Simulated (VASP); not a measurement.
Consider the following.

```xyz
5
Lattice="2.2984 -3.9809 0.0000 2.2984 3.9809 0.0000 0.0000 0.0000 7.2717" Properties=species:S:1:pos:R:3 pbc="T T T"
Mg     0.0000     0.0000     0.0000
Mg     2.2984     1.3270     4.5995
Mg     2.2984    -1.3270     2.6722
Sb     2.2984     1.3270     1.6389
Sb     2.2984    -1.3270     5.6329
```

The numbers are results of PBE GGA, VASP's PBE PAW potentials (set 64) (plane waves; VASP 6.6.1), not measurements. Settings: 400 eV cut-off, Gaussian smearing of 0.050 eV, potentials Mg Sb.

Unless said otherwise, spin-orbit coupling is left out, though it shifts the bands of the heavy elements here.

Task: What does the run give for the band gap (along the path) with the smallest direct gap where there is one?

Result: 
band gap (along the path): 0.19 eV
smallest direct gap (along the path): 1.00 eV

The absolute energy has meaning only against runs of the same code, potentials and settings.

The compound is Mg3Sb2 in the a-la2o3 structure. It was relaxed first.
